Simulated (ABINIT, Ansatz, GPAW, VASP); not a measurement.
Code comparison for Al₃Sc (Pm-3m, 4 atoms in the cell)

Self-consistent single point.

```
CELL_PARAMETERS angstrom
      4.07827     0.00000     0.00000
      0.00000     4.07827     0.00000
      0.00000     0.00000     4.07827
ATOMIC_POSITIONS crystal
  Sc 0.00000 0.00000 0.00000
  Al 0.00000 0.50000 0.50000
  Al 0.50000 0.00000 0.50000
  Al 0.50000 0.50000 0.00000
```

Shared settings, as Ansatz (a quantum-chemistry and plane-wave program) writes them: kpoints.mp_grid.grid = 8 8 8; scf.occupations.method = gaussian; scf.occupations.width = 0.272 eV. Potentials and cutoffs stand in the table.

```csv
code,model,pressure (GPa),cutoff
Ansatz,"PBEsol, default PAW files made with PBE",-0.41,420 eV
VASP,"PBEsol, VASP's PBE PAW potentials (set 64)",-0.46,300 eV
ABINIT,"PBEsol, norm-conserving pseudopotentials (PseudoDojo nc-sr-04 PBEsol standard)",-0.49,39 Ha
GPAW,"PBEsol, GPAW PAW datasets PBEsol (made by gpaw-setup)",-0.21,800 eV
```

The spread over the programs that give each value: pressure within 0.28 GPa.

Ansatz's pressure is given at a fixed set of plane waves, as the other plane-wave codes print theirs; with its correction for the finite basis it is -0.36 GPa.

VASP's run is marked for a possible Pulay error in its stress at this cutoff; no cutoff test was made.

The starting cell has typed, rounded lattice constants, without a prior relaxation at this level. Its lattice was rescaled by a random factor within 2.5 % of one.

Left out of this page: CP2K, Elk, FLEUR and SIESTA (not drawn, or without a comparable value).

Keys are those of Ansatz 0.2.
